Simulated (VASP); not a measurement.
Consider the following.

```yaml
crystal:
  lattice:
    - [4.86311, 0.00000, 0.00000]
    - [0.00000, 4.86311, 0.00000]
    - [0.00000, 0.00000, 3.25519]
  atoms:
    - { symbol: Sn, position: [0.00000, 0.00000, 0.00000] }
    - { symbol: Sn, position: [0.50000, 0.50000, 0.50000] }
    - { symbol: O, position: [0.30678, 0.30678, 0.00000] }
    - { symbol: O, position: [0.80678, 0.19322, 0.50000] }
    - { symbol: O, position: [0.19322, 0.80678, 0.50000] }
    - { symbol: O, position: [0.69322, 0.69322, 0.00000] }
```

These are revPBE GGA, VASP's PBE PAW potentials (set 64) (plane waves; VASP) values and carry that method's errors. Settings: 520 eV cut-off, 5×5×8 Γ-centred mesh, tetrahedra with Blöchl corrections, potentials Sn_d O.

Unless said otherwise, spin-orbit coupling is left out, though it shifts the bands of the heavy elements here.

Q: Estimate the energy per atom (σ→0), band gap (on the k-mesh) with the smallest direct gap where there is one.

A: 
- band gap (on the k-mesh) = 0.53 eV
- smallest direct gap (on the k-mesh) = 0.53 eV
- energy per atom (σ→0) = -5877 meV/atom

Total energies compare only between runs with the same potentials, cut-off and functional.

The compound is SnO2 in the rutile structure. It was relaxed first, which changed the volume by +7 %.
